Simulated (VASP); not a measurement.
# AlB2Sb3 in VASP: a series of runs, part 2 of 2

VASP 6.6.1.

## Step 3: Relaxation of cell and atoms, PBE

This run uses another cell than the first one: it holds 12 atoms, not 6.

INCAR reads:

```
  ALGO = Fast
  EDIFF = 1E-4
  EDIFFG = -0.08
  ENCUT = 520
  GGA = PE
  IBRION = 2
  ISIF = 3
  ISMEAR = 0
  KPAR = 2
  LASPH = T
  LCHARG = F
  LREAL = Auto
  LWAVE = F
  NELM = 60
  NSW = 24
  PREC = Normal
  SIGMA = 0.15
```

KPOINTS reads:

```
k-points
0
Gamma
  3 3 3
```

POSCAR reads:

```
AlB2Sb3
1.0
    3.2855000000     -5.6905000000      0.0000000000
    3.2855000000      5.6905000000      0.0000000000
   -2.1902013500      0.0000000000      6.1952448700
Al B Sb
2 4 6
Direct
    0.0833300000      0.9166700000      0.0000000000
    0.9166700000      0.0833300000      0.5000000000
    0.4166700000      0.5833300000      0.0000000000
    0.7500000000      0.2500000000      0.0000000000
    0.5833300000      0.4166700000      0.5000000000
    0.2500000000      0.7500000000      0.5000000000
    0.7083300000      0.5416700000      0.8750000000
    0.0416700000      0.2083300000      0.8750000000
    0.3750000000      0.8750000000      0.8750000000
    0.5416700000      0.7083300000      0.3750000000
    0.2083300000      0.0416700000      0.3750000000
    0.8750000000      0.3750000000      0.3750000000
```

Potentials or basis: VASP PAW PBE potentials, release 64 (Al, B, Sb).

Started as:

```
$ cat potpaw_PBE.64/Al/POTCAR potpaw_PBE.64/B/POTCAR potpaw_PBE.64/Sb/POTCAR > POTCAR
$ mpirun -np 2 vasp_std > vasp.out
```

It took 1.9 min on 2 MPI ranks of Intel Xeon 6975P-C (Granite Rapids), shared host; peak memory 0.26 GiB.

The run converged. Its results:

```yaml
Free_energy: -55.3552 eV
Relaxed_volume: 21.94 Å³/atom
Relaxed_cell: a = 6.884 Å, b = 6.884 Å, c = 6.786 Å, α = 99.10°, β = 99.10°, γ = 120.31°
Space_group_after_relaxing_to_0.05_Å: Cc (No. 9)
Energy_gained_by_relaxing: 378.5 meV/atom
Ionic_steps: 14
Pressure_after_relaxing: -0.1 GPa
Largest_force_after_relaxing: 0.070 eV/Å
Band_gap_on_the_k_mesh: 0.50 eV, indirect (least direct gap 0.95 eV)
```

Forces on the atoms (eV/Å):
```
Al   0.016  0.067  0.012
Al   0.016 -0.067  0.012
B   -0.015  0.062 -0.025
B    0.008  0.000  0.006
B   -0.015 -0.062 -0.025
B    0.008  0.000  0.006
Sb  -0.022 -0.008  0.027
Sb   0.006  0.053 -0.006
Sb   0.006 -0.019 -0.014
Sb  -0.022  0.008  0.027
Sb   0.006 -0.053 -0.006
Sb   0.006  0.019 -0.014
```

The path:
```tsv
step	energy change (eV)	largest force (eV/Å)	pressure (GPa)	volume (Å³)
1	0.0000	5.0491	17.22	231.65
2	-3.0739	0.3914	-8.26	308.43
3	-3.9516	1.4239	-3.24	278.83
4	-3.9530	1.4724	-2.98	277.73
5	-4.3981	0.5597	-0.58	266.43
6	-4.4570	0.4800	0.71	261.24
7	-4.4574	0.4878	0.91	260.73
8	-4.5082	0.3118	0.03	263.47
9	-4.5113	0.2558	-0.28	264.32
10	-4.5283	0.1397	-0.13	263.57
11	-4.5313	0.1616	-0.01	263.09
12	-4.5381	0.0927	0.10	262.73
13	-4.5386	0.1159	0.13	262.62
14	-4.5422	0.0703	-0.06	263.27
```

Final structure:
```yaml
crystal:
  lattice:
    - [3.42595, -5.97098, 0.03391]
    - [3.42595, 5.97098, 0.03391]
    - [-2.21992, 0.00000, 6.41285]
  atoms:
    - { symbol: Al, position: [0.08477, 0.91337, 0.99633] }
    - { symbol: Al, position: [0.91337, 0.08477, 0.49633] }
    - { symbol: B, position: [0.41562, 0.58063, 0.00076] }
    - { symbol: B, position: [0.74104, 0.26015, 0.99990] }
    - { symbol: B, position: [0.58063, 0.41562, 0.50076] }
    - { symbol: B, position: [0.26015, 0.74104, 0.49990] }
    - { symbol: Sb, position: [0.67177, 0.51303, 0.86206] }
    - { symbol: Sb, position: [0.04254, 0.25183, 0.90017] }
    - { symbol: Sb, position: [0.40620, 0.86905, 0.86577] }
    - { symbol: Sb, position: [0.51303, 0.67177, 0.36207] }
    - { symbol: Sb, position: [0.25183, 0.04254, 0.40017] }
    - { symbol: Sb, position: [0.86905, 0.40620, 0.36577] }
```

Levels at points of the mesh, in eV from the valence-band top:
| k point | band 20 | band 21 | band 22 | band 23 | band 24 | band 25 | band 26 | band 27 | band 28 | band 29 |
| --- | --- | --- | --- | --- | --- | --- | --- | --- | --- | --- |
| (0.00, 0.00, 0.00) | -1.52 | -1.32 | -0.13 | -0.05 | 0.00 | 0.97 | 1.00 | 1.87 | 1.88 | 2.48 |

Caveat: spin-orbit coupling is left out, which moves the levels of the heavy elements; an odd mesh through Γ misses points on the zone boundary, where band edges often lie; the relaxation stopped at a loose force limit of 0.08 eV/Å, so its end isn't a converged minimum.

## Step 4: Relaxation of cell and atoms, PBE

This run uses another cell than the first one: it holds 12 atoms, not 6.

INCAR is that of step 3.

KPOINTS is that of step 3.

POSCAR reads:

```
AlB2Sb3
1.0
    5.6900000000     -3.2855000000      0.0000000000
    5.6900000000      3.2855000000      0.0000000000
    0.0000000000      0.0000000000      6.1950000000
Al B Sb
2 4 6
Direct
    0.8333300000      0.1666700000      0.0000000000
    0.1666700000      0.8333300000      0.5000000000
    0.5000000000      0.8333400000      0.0000000000
    0.1666600000      0.5000000000      0.0000000000
    0.5000000000      0.1666600000      0.5000000000
    0.8333400000      0.5000000000      0.5000000000
    0.5000000000      0.1666600000      0.8750000000
    0.8333400000      0.5000000000      0.8750000000
    0.1666700000      0.8333300000      0.8750000000
    0.5000000000      0.8333400000      0.3750000000
    0.1666600000      0.5000000000      0.3750000000
    0.8333300000      0.1666700000      0.3750000000
```

Potentials or basis: VASP PAW PBE potentials, release 64 (Al, B, Sb).

Started as:

```
$ cat potpaw_PBE.64/Al/POTCAR potpaw_PBE.64/B/POTCAR potpaw_PBE.64/Sb/POTCAR > POTCAR
$ mpirun -np 2 vasp_std > vasp.out
```

OUTCAR:

```text
EDIFF = 1E-4
   EDIFFG = -0.08
   ENCUT = 520
   GGA = PE
   IBRION = 2
   ISIF = 3
   ISMEAR = 0
   LASPH = T
   LREAL = Auto
   NELM = 60
   NSW = 24
   PREC = Normal

 ion  position               nearest neighbor table
   1  0.833  0.167  0.000-   7 2.32   8 2.32  12 2.32   9 2.32
   2  0.167  0.833  0.500-  10 2.32  11 2.32   9 2.32  12 2.32
   3  0.500  0.833  0.000-   7 2.32   9 2.32  10 2.32   8 2.32
   4  0.167  0.500  0.000-   8 2.32   9 2.32  11 2.32   7 2.32
   5  0.500  0.167  0.500-  10 2.32  12 2.32   7 2.32  11 2.32
   6  0.833  0.500  0.500-  11 2.32  12 2.32   8 2.32  10 2.32
   7  0.500  0.167  0.875-   3 2.32   1 2.32   5 2.32   4 2.32
   8  0.833  0.500  0.875-   4 2.32   1 2.32   6 2.32   3 2.32
   9  0.167  0.833  0.875-   3 2.32   4 2.32   2 2.32   1 2.32
  10  0.500  0.833  0.375-   5 2.32   2 2.32   3 2.32   6 2.32
  11  0.167  0.500  0.375-   6 2.32   2 2.32   4 2.32   5 2.32
  12  0.833  0.167  0.375-   5 2.32   6 2.32   1 2.32   2 2.32

  LATTYP: Found a base centered orthorhombic cell.
 ALAT       =     6.5710000000
[... 330 lines left out ...]

 number of electron      48.0000005 magnetization

------------------------ aborting loop because EDIFF is reached ----------------------------------------
[... 87 lines left out ...]
--------------------------------------- Ionic step       14  -------------------------------------------

 number of electron      48.0000005 magnetization

 Free energy of the ion-electron system (eV)
  ---------------------------------------------------
  ext. energy  EPLUGINS =         0.00000000
  ---------------------------------------------------
  free energy    TOTEN  =       -55.62206318 eV

  energy without entropy =      -55.62189292  energy(sigma->0) =      -55.62197805

 E-fermi :   6.8724     XC(G=0):  -9.4802

 val. band max:        6.5791085000   @ k =   0.0000   0.0000   0.0000
 cond. band min:       7.2069796855   @ k =  -0.3333   0.3333   0.3333
 fundamental gap:      0.6278711855
 Fermi energy:         6.8724235999

 k-point     1 :       0.0000    0.0000    0.0000
  band No.  band energies     occupation
      1      -6.1819      2.00000
      2      -4.1302      2.00000
      3      -3.4817      2.00000
      4      -3.4676      2.00000
      5      -3.1180      2.00000
      6      -3.0493      2.00000
[... 300 lines left out ...]
  FREE ENERGIE OF THE ION-ELECTRON SYSTEM (eV)
  ---------------------------------------------------
  free  energy   TOTEN  =       -55.6220631780 eV

  energy  without entropy=      -55.6218929250  energy(sigma->0) =      -55.62197805

 reached required accuracy - stopping structural energy minimisation
```

It took 82 s on 2 MPI ranks of Intel Xeon 6975P-C (Granite Rapids), shared host; peak memory 0.25 GiB.

Results:

```
Free energy                            : -55.6221 eV
Relaxed volume                         : 21.81 Å³/atom
Relaxed cell                           : a = 6.839 Å, b = 6.839 Å, c = 6.461 Å, α = 90.00°, β = 90.00°, γ = 59.97°
Space group after relaxing (to 0.05 Å) : Cmc2_1 (No. 36)
Energy gained by relaxing              : 407.7 meV/atom
Ionic steps                            : 14
Pressure after relaxing                : 0.1 GPa
Largest force after relaxing           : 0.069 eV/Å
Band gap on the k mesh                 : 0.63 eV, indirect (least direct gap 0.72 eV)
```

Forces in eV/Å, atoms in the order of the input:
```
Al   0.000 -0.063  0.028
Al   0.000  0.063  0.028
B   -0.038 -0.015 -0.027
B    0.038 -0.015 -0.027
B    0.038  0.015 -0.027
B   -0.038  0.015 -0.027
Sb   0.001 -0.049  0.012
Sb  -0.001 -0.049  0.012
Sb   0.000 -0.059  0.002
Sb  -0.001  0.049  0.012
Sb   0.001  0.049  0.012
Sb   0.000  0.059  0.002
```

Step by step:
| step | energy change (eV) | largest force (eV/Å) | pressure (GPa) | volume (Å³) |
| --- | --- | --- | --- | --- |
| 1 | 0.0000 | 5.0754 | 17.09 | 231.62 |
| 2 | -3.2918 | 0.6033 | -8.42 | 307.69 |
| 3 | -4.0542 | 1.5600 | -3.66 | 279.80 |
| 4 | -4.0550 | 1.6101 | -3.40 | 278.75 |
| 5 | -4.6562 | 0.7399 | -0.86 | 266.08 |
| 6 | -4.7716 | 0.5846 | 1.78 | 256.73 |
| 7 | -4.7742 | 0.5639 | 1.47 | 257.85 |
| 8 | -4.8663 | 0.2119 | -0.04 | 261.99 |
| 9 | -4.8665 | 0.2007 | -0.04 | 262.16 |
| 10 | -4.8823 | 0.1228 | -0.19 | 262.51 |
| 11 | -4.8832 | 0.1268 | -0.23 | 262.61 |
| 12 | -4.8891 | 0.0866 | 0.12 | 261.43 |
| 13 | -4.8892 | 0.0928 | 0.13 | 261.27 |
| 14 | -4.8924 | 0.0689 | 0.05 | 261.66 |

Final structure:
```
CELL_PARAMETERS angstrom
5.92392 -3.41801 0.00000
5.92392 3.41801 0.00000
0.00000 0.00000 6.46137
ATOMIC_POSITIONS crystal
Al 0.82778 0.17222 0.99832
Al 0.17222 0.82778 0.49832
B 0.51490 0.83118 0.99977
B 0.16882 0.48510 0.99977
B 0.48510 0.16882 0.49977
B 0.83118 0.51490 0.49977
Sb 0.46466 0.16298 0.85960
Sb 0.83702 0.53534 0.85960
Sb 0.21021 0.78979 0.90794
Sb 0.53534 0.83702 0.35960
Sb 0.16298 0.46466 0.35960
Sb 0.78979 0.21021 0.40794
```

Caveat: spin-orbit coupling is left out, which moves the levels of the heavy elements; an odd mesh through Γ misses points on the zone boundary, where band edges often lie; the relaxation stopped at a loose force limit of 0.08 eV/Å, so its end isn't a converged minimum.
